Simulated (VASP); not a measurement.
Consider the following.

```
CELL_PARAMETERS angstrom
      0.00000     2.97433     2.97433
      2.97433     0.00000     2.97433
      2.97433     2.97433     0.00000
ATOMIC_POSITIONS crystal
  In 0.00000 0.00000 0.00000
  P  0.25000 0.25000 0.25000
```

The numbers are results of PBE GGA, VASP's PBE PAW potentials (set 64) (plane waves; VASP), not measurements. Settings: 350 eV cut-off, Gaussian smearing of 0.050 eV, potentials In_d P.

Unless said otherwise, spin-orbit coupling is left out, though it shifts the bands of the heavy elements here.

Problem. Estimate the band gap (along the path) with the smallest direct gap where there is one.

Solution. 
The band gap (along the path) comes out as 0.47 eV. The smallest direct gap (along the path) is 0.47 eV.

The compound is InP in the zinc blende structure. It was relaxed first.
